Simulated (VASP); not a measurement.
The system is PtS2.

```
Pt S
1.0
     3.54874    0.00000    0.00000
    -1.77437    3.07330    0.00000
     0.00000    0.00000    5.59707
Pt S
1 2
Cartesian
  0.0000 0.0000 0.0000
  1.7744 1.0244 4.3638
  0.0000 2.0489 1.2332
```

The cell is a database's computed one.

| Item | Value |
| --- | --- |
| Program | VASP 6.6.1 |
| Task | relaxation of cell and atoms |
| Functional | RPBE |
| Potentials or basis | VASP PAW PBE potentials, release 64 (Pt, S) |
| Cutoff | 600 eV |
| k mesh | 9 × 9 × 6 |
| Occupations | gaussian, width 0.02 eV |
| Spin | no spin polarisation |

At the start: pressure 4.2 GPa; volume 20.35 Å³/atom.

Problem. Where does the relaxation end?

Solution. Over 22 steps the energy falls by 37.0 meV/atom and the volume is 26.89 Å³/atom (+32.2 %); space group P-3m1 (No. 164, to 0.05 Å).

Step by step:
| step | energy change (eV) | largest force (eV/Å) | pressure (GPa) | volume (Å³) |
| --- | --- | --- | --- | --- |
| 1 | 0.0000 | 0.1170 | 4.24 | 61.04 |
| 2 | 0.0224 | 0.8146 | -4.65 | 65.92 |
| 3 | -0.0260 | 0.3076 | 0.10 | 63.04 |
| 4 | -0.0334 | 0.2419 | 0.10 | 63.49 |
| 5 | -0.0464 | 0.0416 | 0.13 | 64.86 |
| 6 | -0.0477 | 0.0451 | 0.16 | 65.47 |
| 7 | -0.0544 | 0.0494 | 0.21 | 65.97 |
| 8 | -0.0712 | 0.0702 | 0.42 | 67.47 |
| 9 | -0.0921 | 0.1425 | 1.05 | 70.40 |
| 10 | -0.0883 | 0.4152 | 3.04 | 76.04 |
| 11 | -0.0913 | 0.3785 | 2.82 | 76.49 |
| 12 | -0.0988 | 0.2723 | 2.17 | 77.85 |
| 13 | -0.1067 | 0.0732 | 1.02 | 80.57 |
| 14 | -0.1076 | 0.0154 | 0.53 | 81.85 |
| 15 | -0.1082 | 0.0136 | 0.48 | 81.75 |
| 16 | -0.1096 | 0.0083 | 0.35 | 81.45 |
| 17 | -0.1111 | 0.0044 | 0.08 | 80.85 |
| 18 | -0.1111 | 0.0076 | 0.02 | 80.70 |
| 19 | -0.1111 | 0.0080 | 0.01 | 80.68 |
| 20 | -0.1111 | 0.0057 | 0.00 | 80.68 |
| 21 | -0.1111 | 0.0010 | -0.03 | 80.68 |
| 22 | -0.1111 | 0.0007 | -0.02 | 80.67 |

Final structure:
```xyz
3
Lattice="3.5964 0.0000 0.0000 -1.7982 3.1146 0.0000 0.0000 0.0000 7.2020" Properties=species:S:1:pos:R:3 pbc="T T T"
Pt    0.0000    0.0000    0.0000
S     1.7982    1.0382    5.9734
S     0.0000    2.0764    1.2286
```

Caveat: the volume moved by over 15 % at a fixed basis, so the end points are rough; the PAW data sets were made with another functional, which shifts forces and pressure a little; this functional lacks dispersion, which binds the layers, so the pressure and a relaxed spacing across them are unreliable, and here the layers came unbound.
